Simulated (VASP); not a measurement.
An input for Quantum ESPRESSO's pw.x (written as the equivalent of a VASP run, and not itself run):

```
&CONTROL
  calculation = 'vc-relax'
  pseudo_dir = './pseudo'
  outdir = './out'
  tprnfor = .true.
  tstress = .true.
  nstep = 40
  forc_conv_thr = 0.00078
/
&SYSTEM
  ibrav = 0
  nat = 1
  ntyp = 1
  ecutwfc = 88
  occupations = 'smearing'
  smearing = 'methfessel-paxton'
  degauss = 0.00735
  input_dft = 'pbe'
/
&ELECTRONS
  conv_thr = 7.3e-08
  electron_maxstep = 100
/
&IONS
/
&CELL
  press = 50
/
ATOMIC_SPECIES
  Rh 102.906 Rh.upf
CELL_PARAMETERS angstrom
     0.0000000    1.9035882    1.9035882
     1.9035882    0.0000000    1.9035882
     1.9035882    1.9035882    0.0000000
ATOMIC_POSITIONS crystal
  Rh   0.0000000  0.0000000  0.0000000
K_POINTS automatic
  16 16 16 0 0 0
```

Translate this input to VASP (INCAR, KPOINTS, POSCAR, choice of POTCAR).

This is not unique; one that fits is 
KPOINTS:
```
Automatic mesh
0
G
 16 16 16
0 0 0
```

### INCAR
```
PREC = Accurate
LREAL = .False.   # projection in real space or not
LMAXMIX = 4
EDIFF = 1E-6   # SCF stop (eV)
SIGMA = 0.1   # width (eV)
ISIF = 3   # ions, shape and volume
LWAVE = .False.
PSTRESS = 50   # kbar
IBRION = 2   # conjugate gradients
LCHARG = .False.
ISMEAR = 1   # Methfessel-Paxton
ALGO = Normal
EDIFFG = -0.02   # ionic stop
SYSTEM = Rh
NELM = 100   # most electronic steps
ENCUT = 500   # plane-wave cut-off (eV)
GGA = PE   # PBE
NSW = 40
LASPH = .True.   # aspherical one-centre terms
```

### POSCAR
```
Rh
1
    0.0000000000     1.9035882198     1.9035882198
    1.9035882198     0.0000000000     1.9035882198
    1.9035882198     1.9035882198     0.0000000000
Rh
1
Direct
  0.0000000000   0.0000000000   0.0000000000
```

POTCAR, in this order: Rh_pv (PBE.64 set). Program: vasp_std.

The two are equivalent in intent, not identical: the potentials are each code's own (VASP's PAW set, PseudoDojo norm-conserving files in pw.x), so ENCUT and ecutwfc are chosen apart and not converted; conv_thr bounds pw.x's estimated SCF error, while EDIFF bounds the energy change between steps; forc_conv_thr acts on force components and is met together with etot_conv_thr.

The compound is Rh in the fcc structure. It was relaxed first under an external pressure of 5 GPa.
